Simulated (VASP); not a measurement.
Input for VASP

### INCAR
```
! general
SYSTEM =B2Rh
PREC   =Accurate
ENCUT  =600
LREAL  =F
LASPH  =T

! electronic loop
EDIFF  =1E-7
NELM   =100
ALGO   =Normal
LMAXMIX=4
LMIXTAU=T

! smearing
ISMEAR =1
SIGMA  =0.1

! functional
METAGGA=R2SCAN

! ions
IBRION =2
NSW    =40
ISIF   =3
EDIFFG =-0.01
PSTRESS=20

! output
LWAVE  =F
LCHARG =F
```

KPOINTS:
```
kpoints
0
gamma
  10 10 10
```

**POSCAR**
```
B2Rh
1
    3.0708029342     0.0000000000    -0.0000000000
   -1.5354014671     2.6593934297     0.0000000000
    0.0000000000    -0.0000000000     3.1983762780
Rh B
1 2
Direct
  0.0000000000   0.0000000000   0.0000000000
  0.3333330000   0.6666670000   0.5000000000
  0.6666670000   0.3333330000   0.5000000000
```

POTCAR, in this order: Rh_pv B (PBE.64 set). Program: vasp_std.

### Question
Translate this r2SCAN calculation to Ansatz.

### Answer
One equivalent input (not run):
Ansatz 0.2 input:
```yaml
crystal:
  lattice:
    - [3.0708029, 0.0000000, 0.0000000]
    - [-1.5354015, 2.6593934, 0.0000000]
    - [0.0000000, 0.0000000, 3.1983763]
  atoms:
    - { symbol: Rh, position: [0.0000000, 0.0000000, 0.0000000] }
    - { symbol: B, position: [0.3333330, 0.6666670, 0.5000000] }
    - { symbol: B, position: [0.6666670, 0.3333330, 0.5000000] }
kpoints:
  mp_grid: { grid: [10, 10, 10] }
hamiltonian:
  xc: r2scan
  pseudopotentials: { kind: paw }
scf:
  occupations: { method: methfessel_paxton, width: 0.1 }
  max_iter: 100
relax:
  max_steps: 40
  f_tol: 0.01
  cell: { p_target: 2 }
output: { forces: true, stress: true, eigenvalues: true }
```
Limits of the translation: each code has its own PAW files, so the cut-off isn't converted (ENCUT is set for VASP's; basis.ecutwfc is left out, and Ansatz then takes the one that its files recommend); Ansatz stops its SCF on the density residual and VASP on the energy change (EDIFF).

The structure was generated: B2Rh was put into the AlB2 type (P6/mmm), which need not be its known phase. This run relaxes it under an external pressure of 2 GPa. Symmetry was kept, so distortions that lower it aren't found.
